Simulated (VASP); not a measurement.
LiMg6Mo: single point with LDA

Crystal: LiMg6Mo.

```
Mo Mg Li
1.0
     4.33937    0.00000    0.00000
     0.00000    4.25514    4.36871
     0.00000   -4.25514    4.36871
Mo Mg Li
1 6 1
Direct
  0.00000 0.12263 0.12263
  0.50000 0.35408 0.35408
  0.50000 0.89297 0.89297
  0.50000 0.36744 0.88049
  0.50000 0.88049 0.36744
  0.00000 0.12829 0.62259
  0.00000 0.62259 0.12829
  0.00000 0.63151 0.63151
```

The cell comes from a database or a generator and needn't be the stable form of this composition.

| Quantity | Value |
| --- | --- |
| Program | VASP 6.6.1 |
| Task | single point |
| Functional | LDA |
| Potentials or basis | VASP PAW LDA potentials, release 64 (Mo_sv, Mg, Li_sv) |
| Cutoff | 520 eV |
| k mesh | 6 × 5 × 5 |
| Occupations | gaussian, width 0.1 eV |
| Spin | no spin polarisation |

- Largest force: 0.162 eV/Å
- Band gap on the k mesh: none (metal or under the smearing width)

Forces in eV/Å, atoms in the order of the input:
```
Mo   0.000  0.000  0.028
Mg   0.000  0.000 -0.098
Mg   0.000  0.000  0.121
Mg   0.000 -0.162  0.010
Mg   0.000  0.162  0.010
Mg   0.000 -0.030 -0.013
Mg   0.000  0.030 -0.013
Li   0.000  0.000 -0.045
```

Levels at points of the mesh, in eV from the Fermi level:
```tsv
k point	band 10	band 11	band 12	band 13	band 14	band 15	band 16	band 17	band 18	band 19
(0.00, 0.00, 0.00)	-2.60	-0.91	-0.61	-0.47	-0.43	0.39	0.47	0.68	0.73	2.10
(0.50, 0.00, 0.00)	-1.92	-1.67	-0.96	-0.89	-0.88	-0.57	0.42	0.80	1.06	1.19
```

It took 2.4 min on 1 thread of Intel(R) Xeon(R) Platinum 8259CL CPU @ 2.50GHz (Skylake/Cascade Lake) (shared host), peak memory 0.29 GiB.
